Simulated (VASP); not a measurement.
Input:

```xyz
7
Lattice="-2.7580 2.7580 5.0723 2.7580 -2.7580 5.0723 2.7580 2.7580 -5.0723" Properties=species:S:1:pos:R:3 pbc="T T T"
Al     0.0000     0.0000     5.0723
Al     2.7580     0.0000     2.5361
Cd     0.0000     0.0000     0.0000
S      4.0164     1.4861     1.3856
S     -1.2585     1.2719     6.4579
S      1.4861     1.4995    -1.3856
S      1.2719     1.2585     3.6867
```

All values below come from PBEsol GGA, VASP's PBE PAW potentials (set 64) (plane waves; VASP 6.6.1). Settings: 400 eV cut-off, 6×6×6 Γ-centred mesh, tetrahedra with Blöchl corrections, potentials Al Cd S.

### Question
What does the run give for the energy per atom (σ→0)?

### Answer

- energy per atom (σ→0): -4.806 eV/atom

Only differences to runs with the same potentials and settings are physical.

The compound is Al2CdS4 in the sg82 structure. It was relaxed first.
